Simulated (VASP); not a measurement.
An input for Ansatz (written as the equivalent of a VASP run, and not itself run):

Ansatz 0.2 input:
```yaml
crystal:
  lattice:
    - [3.8726100, 0.0000000, 0.0000000]
    - [-1.9363050, 3.3537790, 0.0000000]
    - [0.0000000, 0.0000000, 4.9162100]
  atoms:
    - { symbol: Si, position: [0.6666670, 0.3333330, 0.2500000] }
    - { symbol: Si, position: [0.3333330, 0.6666670, 0.7500000] }
    - { symbol: Ni, position: [0.3333330, 0.6666670, 0.2500000] }
    - { symbol: Ni, position: [0.6666670, 0.3333330, 0.7500000] }
    - { symbol: Ni, position: [0.0000000, 0.0000000, 0.5000000] }
    - { symbol: Ni, position: [0.0000000, 0.0000000, 0.0000000] }
kpoints:
  mp_grid: { grid: [8, 8, 6] }
hamiltonian:
  xc: r2scan
  pseudopotentials: { kind: paw }
scf:
  occupations: { method: methfessel_paxton, width: 0.1 }
  max_iter: 100
relax:
  max_steps: 60
  f_tol: 0.02
  cell: {}
output: { forces: true, stress: true, eigenvalues: true }
```

### Question
Write the VASP files for the same calculation (r2SCAN).

### Answer
Several could match; the one computed here: 
**INCAR**
```
! general
SYSTEM  = SiNi2
PREC    = Accurate
ENCUT   = 400
LREAL   = F
LASPH   = T

! electronic loop
EDIFF   = 1E-6
NELM    = 100
ALGO    = Normal
LMAXMIX = 4
LMIXTAU = T

! smearing
ISMEAR  = 1
SIGMA   = 0.1

! functional
METAGGA = R2SCAN

! ions
IBRION  = 2
NSW     = 60
ISIF    = 3
EDIFFG  = -0.02

! output
LWAVE   = F
LCHARG  = F
```

**POSCAR**
```
SiNi2
1
    3.8726100000     0.0000000000     0.0000000000
   -1.9363050000     3.3537790000     0.0000000000
    0.0000000000     0.0000000000     4.9162100000
Si Ni
2 4
Direct
  0.6666670000   0.3333330000   0.2500000000
  0.3333330000   0.6666670000   0.7500000000
  0.3333330000   0.6666670000   0.2500000000
  0.6666670000   0.3333330000   0.7500000000
  0.0000000000   0.0000000000   0.5000000000
  0.0000000000   0.0000000000   0.0000000000
```

File KPOINTS:
```
Automatic mesh
0
Gamma
8 8 6
0 0 0
```

POTCAR, in this order: Si Ni (PBE.64 set). Program: vasp_std.

Limits of the translation: each code has its own PAW files, so the cut-off isn't converted (ENCUT is set for VASP's; basis.ecutwfc is left out, and Ansatz then takes the one that its files recommend); Ansatz stops its SCF on the density residual and VASP on the energy change (EDIFF).

The structure comes from a computed database's SiNi2 entry (P6_3/mmc); how it stands against other phases isn't given here. The cell was not relaxed at this level. The start is the result of an earlier pass.
